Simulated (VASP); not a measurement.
Input for VASP

**KPOINTS**
```
Automatic mesh
0
Gamma
7 7 10
0 0 0
```

INCAR:
```
# general
SYSTEM =IrO2
PREC   =Accurate
ENCUT  =620   # plane-wave cut-off (eV)
LREAL  =.FALSE.   # projection in real space or not
LASPH  =.TRUE.

# electronic loop
EDIFF  =1E-6   # SCF stop (eV)
NELM   =100   # most electronic steps
ALGO   =Normal
LMAXMIX=6   # l cut-off of mixed one-centre charges

# smearing
ISMEAR =1   # Methfessel-Paxton
SIGMA  =0.1

# ions
IBRION =2
NSW    =40   # most ionic steps
ISIF   =3
EDIFFG =-0.02   # ionic stop
PSTRESS=200   # kbar

# output
LWAVE  =.FALSE.
LCHARG =.FALSE.
```

POSCAR:
```
IrO2
1.0
  4.3957704578   0.0000000000   0.0000000000
  0.0000000000   4.3957704578   0.0000000000
  0.0000000000   0.0000000000   3.1317807451
Ir O
2 4
Cartesian
  0.0000000000   0.0000000000   0.0000000000
  2.1978852289   2.1978852289   1.5658903725
  1.3601195712   1.3601195712   0.0000000000
  3.5580048001   0.8377656577   1.5658903725
  0.8377656577   3.5580048001   1.5658903725
  3.0356508866   3.0356508866   0.0000000000
```

POTCAR, in this order: Ir O (LDA.64 set). Program: vasp_std.

Write an equivalent input for Quantum ESPRESSO's pw.x.

One equivalent input (not run):
```
&CONTROL
  calculation = 'vc-relax'
  pseudo_dir = './pseudo'
  outdir = './out'
  tprnfor = .true.
  tstress = .true.
  nstep = 40
  forc_conv_thr = 0.00078
/
&SYSTEM
  ibrav = 0
  nat = 6
  ntyp = 2
  ecutwfc = 84
  occupations = 'smearing'
  smearing = 'methfessel-paxton'
  degauss = 0.00735
  input_dft = 'pz'
/
&ELECTRONS
  conv_thr = 7.3e-08
  electron_maxstep = 100
/
&IONS
/
&CELL
  press = 200
/
ATOMIC_SPECIES
  Ir 192.217 Ir.upf
  O 15.999 O.upf
CELL_PARAMETERS angstrom
     4.3957705    0.0000000    0.0000000
     0.0000000    4.3957705    0.0000000
     0.0000000    0.0000000    3.1317807
ATOMIC_POSITIONS crystal
  Ir   0.0000000  0.0000000  0.0000000
  Ir   0.5000000  0.5000000  0.5000000
  O    0.3094155  0.3094155  0.0000000
  O    0.8094155  0.1905845  0.5000000
  O    0.1905845  0.8094155  0.5000000
  O    0.6905845  0.6905845  0.0000000
K_POINTS automatic
  7 7 10 0 0 0
```
What does not carry over: the potentials are each code's own (VASP's PAW set, PseudoDojo norm-conserving files in pw.x), so ENCUT and ecutwfc are chosen apart and not converted; conv_thr bounds pw.x's estimated SCF error, while EDIFF bounds the energy change between steps; forc_conv_thr acts on force components and is met together with etot_conv_thr.

The compound is IrO2 in the rutile structure. This run relaxes it under an external pressure of 20 GPa. Symmetry was kept, so distortions that lower it aren't found.
